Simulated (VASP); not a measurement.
TiC (rock salt) relaxed at rising pressure, in one space group throughout; other phases were not tried. The pressures are those reached. Level of theory: PBEsol GGA, VASP's PBE PAW potentials (set 64) (plane waves; VASP 6.6.1).

| P (GPa) | V (Å³/atom) | k-mesh |
|---|---|---|
| -0.26 | 9.904 | 15×15×15 |
| 4.94 | 9.719 | 15×15×15 |
| 9.93 | 9.556 | 15×15×15 |
| 19.79 | 9.269 | 15×15×15 |
| 29.77 | 9.016 | 15×15×15 |

Problem. Fit an equation of state and predict the volume at 44.94 GPa.

Solution. Least squares on the third-order Birch-Murnaghan form, P = (3B0/2)(y⁷ − y⁵)[1 + (3/4)(B′ − 4)(y² − 1)] with y = (V0/V)^(1/3), gives V0 = 9.894 Å³/atom, B0 = 266 GPa and B′ = 4.0, and so 8.685 Å³/atom. The run gave 8.685 Å³/atom, -0.0 % from the fit.

Pressures at which the relaxation failed are left out.

The compound is TiC in the rock salt structure.
